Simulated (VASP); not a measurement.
Consider the following.

```
AgI
1.0
    0.00000     3.39419     3.39419
    3.39419     0.00000     3.39419
    3.39419     3.39419     0.00000
Ag I
1 1
Direct
  0.00000   0.00000   0.00000
  0.25000   0.25000   0.25000
```

Level of theory: RPBE GGA, VASP's PBE PAW potentials (set 64) (plane waves; VASP). Run with 520 eV cut-off, Gaussian smearing of 0.050 eV, potentials Ag I.

Unless said otherwise, spin-orbit coupling is left out, though it shifts the bands of the heavy elements here.

Give the energies of bands 2 to 12 at the high-symmetry points, in eV from the valence-band maximum.

| band | Γ | X | U | L | W |
|---|---|---|---|---|---|
| 2 | -3.48 | -3.63 | -3.47 | -3.33 | -3.38 |
| 3 | -3.48 | -3.06 | -3.15 | -3.33 | -3.18 |
| 4 | -3.48 | -3.06 | -3.02 | -3.28 | -3.07 |
| 5 | -2.55 | -2.49 | -2.52 | -2.53 | -2.59 |
| 6 | -2.55 | -2.46 | -2.48 | -2.53 | -2.35 |
| 7 | 0.00 | -2.13 | -2.35 | -2.45 | -2.34 |
| 8 | 0.00 | -1.37 | -1.54 | -0.55 | -1.59 |
| 9 | 0.00 | -1.37 | -1.09 | -0.55 | -1.27 |
| 10 | 1.54 | 3.95 | 4.09 | 2.95 | 4.50 |
| 11 | 6.05 | 4.18 | 5.18 | 6.49 | 5.58 |
| 12 | 6.05 | 8.37 | 7.81 | 6.49 | 6.55 |

The gap is direct, 1.55 eV, from the valence maximum at Γ to the conduction minimum at Γ.

The compound is AgI in the zinc blende structure, whereas wurtzite is the usual form. It was relaxed first, which changed the volume by +14 %.
